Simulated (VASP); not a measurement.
Input of a VASP 6.6.1 run:

File INCAR:

```
PREC = Accurate ; ENCUT = 520
EDIFF = 1E-6 ; ISMEAR = -1
SIGMA = 0.15 ; LREAL = F
LASPH = T ; NELM = 100
ALGO = Fast ; ISIF = 2
LWAVE = F ; LCHARG = F
GGA = PS ; NBANDS = 26
```

Contents of KPOINTS:

```
regular mesh
0
Gamma
  2 2 2
```

Contents of POSCAR:

```
LiMg12
1.0
    6.4200000000      0.0000000000      0.0000000000
   -4.8150000000      8.3398250000      0.0000000000
    0.0000000000      0.0000000000      5.2130400000
Mg Li
12 1
Direct
   -0.0325698254     -0.0457565233      0.1119944544
    0.2643710033      0.2762896292      0.3593006282
   -0.0216025966      0.3365151513     -0.0166962956
    0.1557986266      0.5364072882      0.5054616301
    0.0167874091      0.6600209788      0.0055098741
    0.1723923574      0.9036075725      0.5664003546
    0.5056798504     -0.0107423567      0.0155073689
    0.6847763473      0.2117869202      0.4633594410
    0.4910098776      0.3124016077     -0.1112805504
    0.7100656353      0.5757366169      0.4902961944
    0.4879049267      0.6340951999      0.0098079743
    0.5970049740      0.8468112643      0.5243050258
   -0.0230394857      0.1053114509      0.7039647000
```

Potentials or basis: VASP PAW PBE potentials, release 64 (Mg, Li_sv).

Launch:

```console
$ cat potpaw_PBE.64/Mg/POTCAR potpaw_PBE.64/Li_sv/POTCAR > POTCAR
$ mpirun -np 1 vasp_std > vasp.out
```

Task: Predict the band gap on the k mesh.

Result: None (metal or under the smearing width).

Task: What does it give for the largest force?

Result: 0.035 eV/Å.

Forces on the atoms (eV/Å):
```
Mg   0.013 -0.023  0.003
Mg   0.006  0.023 -0.012
Mg   0.000 -0.002  0.005
Mg   0.009 -0.004  0.001
Mg   0.007  0.013  0.004
Mg  -0.004  0.007 -0.001
Mg  -0.013 -0.004  0.012
Mg  -0.001  0.003 -0.008
Mg  -0.001 -0.004  0.005
Mg   0.001  0.007 -0.017
Mg   0.005  0.004  0.002
Mg   0.003 -0.018 -0.021
Li  -0.024 -0.002  0.025
```

Caveat: the k mesh is coarse (spacing up to 0.60 Å⁻¹), so the values aren't converged; the PAW data sets were made with another functional, which shifts forces and pressure a little.
